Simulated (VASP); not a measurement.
Input:

```yaml
crystal:
  lattice:
    - [3.51000, 0.00000, 0.00000]
    - [0.00000, 3.51000, 0.00000]
    - [0.00000, 0.00000, 3.51000]
  atoms:
    - { symbol: Si, position: [0.00000, 0.00000, 0.00000] }
    - { symbol: Ni, position: [0.00000, 0.50000, 0.50000] }
    - { symbol: Ni, position: [0.50000, 0.00000, 0.50000] }
    - { symbol: Ni, position: [0.50000, 0.50000, 0.00000] }
```

Level of theory: PW91 GGA, VASP's PBE PAW potentials (set 64) (plane waves; VASP). Run with 520 eV cut-off, 9×9×9 Γ-centred mesh, first-order Methfessel-Paxton smearing of 0.10 eV, potentials Si Ni.

**Question.** Predict the energy per atom (σ→0), band gap (on the k-mesh) with the smallest direct gap where there is one.

**Answer.** 
band gap (on the k-mesh): none (metal, semimetal or under 0.01 eV)
energy per atom (σ→0): -5.897 eV/atom

The compound is Ni3Si in the L1_2 structure. The cell was not relaxed at this level. The run is not spin-polarised, so no magnetic state was tried.
